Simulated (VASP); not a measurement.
# Lu3Si (I4/mmm) in VASP: reference runs

Aim: a first look at Lu3Si with PBE, on the cell as given.

Program: VASP 6.6.1. These are calculated values, not measurements. Logs are shortened: lines on timing, memory, paths and dates and some standing lists are left out, and cuts for length are marked.

**1. Starting point**

The structure is tetragonal, space group I4/mmm (No. 139). The conventional cell has a = 4.389 Å, b = 4.389 Å, c = 9.915 Å, α = 90.00°, β = 90.00°, γ = 90.00°. Lu (site symmetry 4/mmm) has 4 Si at 3.10 Å and 8 Lu at 3.31 Å as nearest neighbours. Around Lu (site symmetry -4m2) lie 8 Lu at 3.10 to 3.31 Å and 4 Si at 3.31 Å. Si (site symmetry 4/mmm) has 12 Lu at 3.10 to 3.31 Å as nearest neighbours.

The cell comes from a database or a generator and needn't be the stable form of this composition.

**2. Single point, PBE**

Contents of INCAR:

```
PREC     = Accurate       # precision mode
ENCUT    = 520            # plane-wave cutoff, eV
EDIFF    = 1E-7           # SCF threshold, eV
ISMEAR   = -1             # smearing method
SIGMA    = 0.05           # smearing width, eV
LREAL    = False          # projectors in reciprocal space
LASPH    = True           # aspherical terms in the spheres
NELM     = 60             # most SCF steps
ALGO     = Normal         # electronic algorithm
ISIF     = 2              # what is computed and relaxed
LWAVE    = False          # write WAVECAR
LCHARG   = True           # write CHGCAR
GGA      = PE             # functional
LELF     = True           # ELF
LVHAR    = True         
NBANDS   = 48             # bands
```

Contents of KPOINTS:

```
regular mesh
0
Gamma
  9 9 9
```

Contents of POSCAR:

```
Lu3Si
1.0
   -2.1945670000      2.1945670000      4.9577230000
    2.1945670000     -2.1945670000      4.9577230000
    2.1945670000      2.1945670000     -4.9577230000
Lu Si
3 1
Direct
    0.5000000000      0.5000000000      0.0000000000
    0.2500000000      0.7500000000      0.5000000000
    0.7500000000      0.2500000000      0.5000000000
    0.0000000000      0.0000000000      0.0000000000
```

Potentials or basis: VASP PAW PBE potentials, release 64 (Lu, Si).

Started as:

```bash
$ cat potpaw_PBE.64/Lu/POTCAR potpaw_PBE.64/Si/POTCAR > POTCAR
$ mpirun -np 1 vasp_std > vasp.out
```

OUTCAR:

```text
PREC = Accurate
   ENCUT = 520
   EDIFF = 1E-7
   ISMEAR = -1
   LREAL = False
   LASPH = True
   NELM = 60
   ISIF = 2
   GGA = PE

 ion  position               nearest neighbor table
   1  0.500  0.500  0.000-   4 3.10   4 3.10   4 3.10   4 3.10   3 3.31   2 3.31   3 3.31   3 3.31
                             2 3.31   2 3.31   3 3.31   2 3.31
   2  0.250  0.750  0.500-   3 3.10   3 3.10   3 3.10   3 3.10   4 3.31   1 3.31   4 3.31   1 3.31
                             4 3.31   4 3.31   1 3.31   1 3.31
   3  0.750  0.250  0.500-   2 3.10   2 3.10   2 3.10   2 3.10   4 3.31   1 3.31   4 3.31   4 3.31
                             1 3.31   1 3.31   4 3.31   1 3.31
   4  0.000  0.000  0.000-   1 3.10   1 3.10   1 3.10   1 3.10   3 3.31   2 3.31   3 3.31   2 3.31
                             3 3.31   3 3.31   2 3.31   2 3.31

  LATTYP: Found a body centered tetragonal cell.
 ALAT       =     4.3891340000
 C/A-ratio  =     2.2590893785

  Lattice vectors:

 A1 = (  -2.1945670000,   2.1945670000,   4.9577230000)
 A2 = (   2.1945670000,  -2.1945670000,   4.9577230000)
 A3 = (   2.1945670000,   2.1945670000,  -4.9577230000)

Analysis of symmetry for initial positions (statically):
=====================================================================
 Subroutine PRICEL returns:
 Original cell was already a primitive cell.

 Routine SETGRP: Setting up the symmetry group for a
 body centered tetragonal supercell.

 Subroutine GETGRP returns: Found 16 space group operations
 (whereof 16 operations were pure point group operations)
 out of a pool of 16 trial point group operations.

The static configuration has the point symmetry D_4h.

Analysis of symmetry for dynamics (positions and initial velocities):
=====================================================================
 Subroutine PRICEL returns:
 Original cell was already a primitive cell.

 Routine SETGRP: Setting up the symmetry group for a
 body centered tetragonal supercell.

 Subroutine GETGRP returns: Found 16 space group operations
 (whereof 16 operations were pure point group operations)
 out of a pool of 16 trial point group operations.

The dynamic configuration has the point symmetry D_4h.

 Subroutine INISYM returns: Found 16 space group operations
 (whereof 16 operations are pure point group operations),
 and found     1 'primitive' translations

----------------------------------------------------------------------------------------

                                     Primitive cell

  volume of cell :      95.5080

  direct lattice vectors                    reciprocal lattice vectors
    -2.194567000  2.194567000  4.957723000     0.000000000  0.227835377  0.100852750
     2.194567000 -2.194567000  4.957723000     0.227835377  0.000000000  0.100852750
     2.194567000  2.194567000 -4.957723000     0.227835377  0.227835377  0.000000000

  length of vectors
     5.849039749  5.849039749  5.849039749     0.249159058  0.249159058  0.322207880

  position of ions in fractional coordinates (direct lattice)
     0.500000000  0.500000000  0.000000000
     0.250000000  0.750000000  0.500000000
     0.750000000  0.250000000  0.500000000
     0.000000000  0.000000000  0.000000000

  ion indices of the primitive-cell ions
   primitive index   ion index
                 1           1
                 2           2
                 3           3
                 4           4

----------------------------------------------------------------------------------------

 KPOINTS: regular mesh

Automatic generation of k-mesh.
 Grid dimensions read from file:
 generate k-points for:    9    9    9

 Generating k-lattice:

  Cartesian coordinates                     Fractional coordinates (reciprocal lattice)
     0.000000000  0.025315042  0.011205861     0.111111111  0.000000000 -0.000000000
     0.025315042  0.000000000  0.011205861     0.000000000  0.111111111 -0.000000000
     0.025315042  0.025315042  0.000000000     0.000000000  0.000000000  0.111111111

  Length of vectors
     0.027684340  0.027684340  0.035800876

  Shift w.r.t. Gamma in fractional coordinates (k-lattice)
     0.000000000  0.000000000  0.000000000

 Subroutine IBZKPT returns following result:
 ===========================================

 Found     75 irreducible k-points:

 Following reciprocal coordinates:
            Coordinates               Weight
  0.000000  0.000000  0.000000      1.000000
  0.111111 -0.000000  0.000000      8.000000
  0.222222 -0.000000  0.000000      8.000000
  0.333333  0.000000  0.000000      8.000000
  0.444444 -0.000000  0.000000      8.000000
  0.111111  0.111111  0.000000      8.000000
[... 16 lines left out ...]
 -0.333333  0.333333  0.000000      4.000000
  0.444444  0.444444  0.000000      8.000000
 [... further k-points ...]
   k-points           NKPTS =     75   k-points in BZ     NKDIM =     75   number of bands    NBANDS=     48
   number of dos      NEDOS =    301   number of ions     NIONS =      4
   total plane-waves  NPLWV = 110592
   dimension x,y,z NGX =    48 NGY =   48 NGZ =   48
   dimension x,y,z NGXF=    96 NGYF=   96 NGZF=   96
   ions per type =               3   1
   NGX,Y,Z   is equivalent  to a cutoff of  13.64, 13.64, 13.64 a.u.
   NGXF,Y,Z  is equivalent  to a cutoff of  27.29, 27.29, 27.29 a.u.
 SYSTEM =  unknown system
   PREC   = accura    normal or accurate (medium, high low for compatibility)
   ISTART =      0    job   : 0-new  1-cont  2-samecut
   ICHARG =      2    charge: 1-file 2-atom 10-const
   ISPIN  =      1    spin polarized calculation?
   LNONCOLLINEAR =      F non collinear calculations
   LSORBIT =      F    spin-orbit coupling
   LASPH  =      T    aspherical Exc in radial PAW
   ENCUT  =  520.0 eV  38.22 Ry    6.18 a.u.  10.88 10.88 10.88*2*pi/ulx,y,z
   NELM   =     60;   NELMIN=  2; NELMDL= -5     # of ELM steps
   EDIFF  = 0.1E-06   stopping-criterion for ELM
   LREAL  =      F    real-space projection
   EDIFFG = 0.1E-05   stopping-criterion for IOM
   NSW    =      0    number of steps for IOM
   IBRION =     -1    ionic relax: 0-MD 1-quasi-New 2-CG
   NFREE  =      0    steps in history (QN), initial steepest desc. (CG)
   ISIF   =      2    stress and relaxation
   ISYM   =      2    0-nonsym 1-usesym 2-fastsym
   POTIM  = 0.5000    time-step for ionic-motion
   TEBEG  =    0.0;   TEEND  =   0.0 temperature during run
   PSTRESS=    0.0 pullay stress
   NELECT =      79.0000    total number of electrons
   NUPDOWN=      -1.0000    fix difference up-down
   EMIN   =  10.00;   EMAX   =-10.00  energy-range for DOS
   EFERMI =   0.00;   METHOD = LEGACY
   ISMEAR =    -1;   SIGMA  =   0.05  broadening in eV -4-tet -1-fermi 0-gaus
   EFERMI_NEDOS =   21; number of points for ismear=-14 and -15
   IALGO  =     38    algorithm
   IMIX   =      4    mixing-type and parameters
     AMIX     =   0.40;   BMIX     =  1.00
     AMIX_MAG =   1.60;   BMIX_MAG =  1.00
  volume/ion in A,a.u.               =      23.88       161.13
  Fermi-wavevector in a.u.,A,eV,Ry     =   1.536752  2.904041 32.131624  2.361608
  Thomas-Fermi vector in A             =   2.643357
   LORBIT       =      0    0 simple, 1 ext, 2 COOP (PROOUT), +10 PAW based schemes
   GGA     = PE    functional components
   LHFCALC =     F    Hartree Fock is set to
   AEXX    =    0.0000 exact exchange contribution
   IVDW    =     0    specifies the selected vdW correction
   LEPSILON=     F    determine dielectric tensor
   LRPA    =     F    only Hartree local field effects (RPA)
 non-spin polarized calculation
  energy-cutoff  :      520.00
  volume of cell :       95.51
 maximum number of plane-waves:      2594
 NGX is ok and might be reduce to    48
   NGX = 21   NGY = 21   NGZ = 21

 number of electron      78.9999994 magnetization

 Free energy of the ion-electron system (eV)
  ---------------------------------------------------
  ext. energy  EPLUGINS =         0.00000000
  ---------------------------------------------------
  free energy    TOTEN  =       -19.86290454 eV

  energy without entropy =      -19.83712193  energy(sigma->0) =      -19.85001324

 E-fermi :   3.6035     XC(G=0): -11.0654

 val. band max:        3.6031162940   @ k =  -0.3333   0.3333   0.3333
 cond. band min:       3.6161241944   @ k =   0.2222   0.1111   0.0000
 fundamental gap:      0.0130079004
 Fermi energy:         3.6034728866

 k-point     1 :       0.0000    0.0000    0.0000
  band No.  band energies     occupation
      1     -52.6043      2.00000
      2     -52.5204      2.00000
      3     -52.4646      2.00000
      4     -23.5614      2.00000
      5     -23.5614      2.00000
      6     -23.5207      2.00000
[... 40 lines left out ...]
     47       7.7017      0.00000
     48       7.7017      0.00000

 k-point     2 :       0.1111   -0.0000    0.0000
  band No.  band energies     occupation
      1     -52.6016      2.00000
      2     -52.5228      2.00000
      3     -52.4649      2.00000
      4     -23.5639      2.00000
      5     -23.5451      2.00000
      6     -23.4925      2.00000
[... 40 lines left out ...]
     47       7.2831      0.00000
     48       7.7106      0.00000

 k-point     3 :       0.2222   -0.0000    0.0000
  band No.  band energies     occupation
      1     -52.5938      2.00000
      2     -52.5297      2.00000
      3     -52.4656      2.00000
      4     -23.5447      2.00000
      5     -23.4984      2.00000
      6     -23.4423      2.00000
[... 40 lines left out ...]
     47       7.5812      0.00000
     48       7.6592      0.00000

 k-point     4 :       0.3333    0.0000    0.0000
  band No.  band energies     occupation
      1     -52.5822      2.00000
      2     -52.5403      2.00000
      3     -52.4665      2.00000
      4     -23.4944      2.00000
      5     -23.4278      2.00000
      6     -23.4058      2.00000
[... 958 lines left out ...]
     47       7.3270      0.00000
     48       7.4836      0.00000

 k-point    23 :      -0.3333    0.3333    0.0000
  band No.  band energies     occupation
      1     -52.5713      2.00000
      2     -52.5499      2.00000
      3     -52.4673      2.00000
      4     -23.6968      2.00000
      5     -23.4935      2.00000
      6     -23.3897      2.00000
[... 40 lines left out ...]
     47       7.3693      0.00000
     48       7.3795      0.00000

 k-point    24 :       0.4444    0.4444    0.0000
  band No.  band energies     occupation
      1     -52.5609      2.00000
      2     -52.5585      2.00000
      3     -52.4686      2.00000
      4     -23.7115      2.00000
      5     -23.6580      2.00000
      6     -23.4238      2.00000
[... 40 lines left out ...]
     47       7.3208      0.00000
     48       7.5184      0.00000

 [... further k-points ...]

------------------------ aborting loop because EDIFF is reached ----------------------------------------

  FORCE on cell =-STRESS in cart. coord.  units (eV):
  Direction    XX          YY          ZZ          XY          YZ          ZX
  --------------------------------------------------------------------------------------
  -------------------------------------------------------------------------------------
  Total       -0.3364646     -0.3364646     -0.1792326      0.0000000      0.0000000      0.0000000
  in kB       -5.6442986     -5.6442986     -3.0066830      0.0000000      0.0000000      0.0000000
  external PRESSURE =      -4.7650934 kB  Pullay stress =       0.0000000 kB

 VOLUME and BASIS-vectors are now :
 -----------------------------------------------------------------------------
  energy-cutoff  :      520.00
  volume of cell :       95.51
      direct lattice vectors                 reciprocal lattice vectors
    -2.194567000  2.194567000  4.957723000     0.000000000  0.227835377  0.100852750
     2.194567000 -2.194567000  4.957723000     0.227835377  0.000000000  0.100852750
     2.194567000  2.194567000 -4.957723000     0.227835377  0.227835377  0.000000000

 POSITION                                       TOTAL-FORCE (eV/Angst)
 -----------------------------------------------------------------------------------
      0.00000      0.00000      4.95772         0.000000     -0.000000      0.000000
      2.19457      0.00000      2.47886        -0.000000      0.000000      0.000000
      0.00000      2.19457      2.47886         0.000000     -0.000000     -0.000000
      0.00000      0.00000      0.00000         0.000000     -0.000000      0.000000
 -----------------------------------------------------------------------------------
    total drift:                                0.000000     -0.000000      0.000000

  FREE ENERGIE OF THE ION-ELECTRON SYSTEM (eV)
  ---------------------------------------------------
  free  energy   TOTEN  =       -19.8629045398 eV

  energy  without entropy=      -19.8371219329  energy(sigma->0) =      -19.85001324
```

Run time: 9 min. Hardware: 1 thread of Intel Xeon Platinum 8488C (Sapphire Rapids), shared host; peak memory 0.5 GiB.

What came out:

| Property | Result |
| --- | --- |
| Free energy | -19.8629 eV |
| Pressure | -0.5 GPa |
| Band gap on the k mesh | none (metal or under the smearing width) |

Stress tensor (GPa, compression positive):
```
-0.56  0.00  0.00
 0.00 -0.56  0.00
 0.00  0.00 -0.30
```

Levels at points of the mesh, in eV from the Fermi level:
```tsv
k point	band 37	band 38	band 39	band 40	band 41	band 42
(0.00, 0.00, 0.00)	-1.30	-1.30	-0.42	-0.20	0.13	0.89
```

The run has no spin-orbit coupling, so splittings on Lu are missing.
